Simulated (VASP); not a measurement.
## LiVO2: single point with LDA+U

LiVO2:

```
Li V O
1.0
     1.41865    0.81906    4.92447
    -1.41865    0.81906    4.92447
     0.00000   -1.63812    4.92447
Li V O
1 1 2
Direct
  0.00000 0.00000 0.00000
  0.50000 0.50000 0.50000
  0.24180 0.24180 0.24180
  0.75820 0.75820 0.75820
```

```
Program                : VASP 6.6.1
Task                   : single point
Functional             : LDA
Potentials or basis    : VASP PAW LDA potentials, release 64 (Li_sv, V_sv, O)
Cutoff                 : 520 eV
k mesh                 : 8 × 8 × 8
Occupations            : gaussian, width 0.05 eV
Spin                   : collinear spin, typed start
Starting moments       : [0.0, 2.0, 0.0, 0.0] μB
Hubbard terms          : V d U = 4.0 eV
Dipole correction      : no
Further INCAR settings : ALGO = Fast; EDIFF = 1e-06; NBANDS = 26
```

| Property | Result |
| --- | --- |
| Largest force | 1.030 eV/Å |
| Band gap on the k mesh | 1.63 eV, direct |
| Net moment | 2.00 μB per cell |
| Site moments | Li -0.00; V +1.85; O +0.02 μB |
| Valence electrons inside the program's atomic spheres | Li 2.08; V 11.63; O 5.08 |

Forces in eV/Å, atoms in the order of the input:
```
Li   0.000  0.000  0.000
V    0.000  0.000  0.000
O    0.000  0.000  1.030
O    0.000  0.000 -1.030
```

Levels at points of the mesh, in eV from the valence-band top:
Spin up:
| k point | band 11 | band 12 | band 13 | band 14 | band 15 | band 16 | band 17 | band 18 | band 19 | band 20 |
| --- | --- | --- | --- | --- | --- | --- | --- | --- | --- | --- |
| (0.00, 0.00, 0.00) | -2.82 | -2.28 | -2.28 | -1.46 | -1.46 | 1.90 | 4.23 | 4.23 | 5.15 | 7.23 |
| (0.50, 0.00, 0.00) | -4.93 | -3.72 | -3.18 | -0.97 | -0.01 | 2.28 | 4.31 | 4.33 | 8.68 | 9.64 |
| (0.50, 0.50, 0.00) | -4.37 | -3.76 | -3.43 | -1.32 | 0.00 | 2.26 | 4.50 | 4.84 | 6.37 | 10.97 |
| (0.50, 0.50, 0.50) | -4.30 | -2.34 | -2.34 | -1.44 | -1.44 | 2.02 | 4.22 | 4.22 | 6.35 | 7.38 |
Spin down:
```csv
k point,band 10,band 11,band 12,band 13,band 14,band 15,band 16,band 17
"(0.00, 0.00, 0.00)",-4.27,-2.77,-2.19,-2.19,3.06,3.37,3.37,5.31
"(0.50, 0.00, 0.00)",-5.09,-4.37,-3.60,-3.04,2.00,4.54,5.08,5.41
"(0.50, 0.50, 0.00)",-4.18,-4.01,-3.67,-3.30,1.63,4.55,5.11,5.72
"(0.50, 0.50, 0.50)",-4.23,-4.23,-2.25,-2.25,3.12,3.37,3.37,5.30
```

Eigenvalues of the final occupation matrices:
| site | spin | trace | eigenvalues |
| --- | --- | --- | --- |
| site 2 d | 1 | 2.46 | 0.12 0.26 0.26 0.91 0.91 |
| site 2 d | 2 | 0.63 | 0.06 0.06 0.07 0.22 0.22 |

Run time: 5.9 min on 1 thread of Intel(R) Xeon(R) Platinum 8488C (Sapphire Rapids), with other jobs on the host, peak memory 0.28 GiB.

Caveat: forces of over 1 eV/Å show positions far from the minimum, so gaps and moduli don't describe the material at rest. The state reached can hang on the start; a lower one may exist.
